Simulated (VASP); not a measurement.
A VASP calculation is set up with these files.

**KPOINTS**
```
Automatic
0
G
  7 7 7
```

### POSCAR
```
CsCl
4.0841280
  1.0000001006   0.0000000000   0.0000000000
  0.0000000000   1.0000001006   0.0000000000
  0.0000000000   0.0000000000   1.0000001006
Cs Cl
1 1
direct
  0.0000000000   0.0000000000   0.0000000000
  0.5000000000   0.5000000000   0.5000000000
```

INCAR:
```
SYSTEM = CsCl
PREC = Accurate; ENCUT = 520; LREAL = .FALSE.
LASPH = .TRUE.
EDIFF = 1E-7; NELM = 100; ALGO = Normal
LMAXMIX = 4
ISMEAR = -5
GGA = CX; LUSE_VDW = .TRUE.; AGGAC = 0.0
ISIF = 2
LWAVE = .FALSE.; LCHARG = .TRUE.; LORBIT = 11
NEDOS = 601
```

POTCAR, in this order: Cs_sv Cl (PBE.64 set). Program: vasp_std.

Question: Translate this vdW-DF-cx calculation to Quantum ESPRESSO's pw.x.

Answer: One equivalent input (not run):
```
&CONTROL
  calculation = 'scf'
  pseudo_dir = './pseudo'
  outdir = './out'
  tprnfor = .true.
  tstress = .true.
/
&SYSTEM
  ibrav = 0
  nat = 2
  ntyp = 2
  ecutwfc = 58
  occupations = 'tetrahedra'
  input_dft = 'vdw-df-cx'
/
&ELECTRONS
  conv_thr = 7.3e-09
  electron_maxstep = 100
/
ATOMIC_SPECIES
  Cs 132.905 Cs.upf
  Cl 35.450 Cl.upf
CELL_PARAMETERS angstrom
     4.0841284    0.0000000    0.0000000
     0.0000000    4.0841284    0.0000000
     0.0000000    0.0000000    4.0841284
ATOMIC_POSITIONS crystal
  Cs   0.0000000  0.0000000  0.0000000
  Cl   0.5000000  0.5000000  0.5000000
K_POINTS automatic
  7 7 7 0 0 0
```
What does not carry over: the potentials are each code's own (VASP's PAW set, PseudoDojo norm-conserving files in pw.x), so ENCUT and ecutwfc are chosen apart and not converted; conv_thr bounds pw.x's estimated SCF error, while EDIFF bounds the energy change between steps.

The compound is CsCl in the CsCl type structure. It was relaxed first.
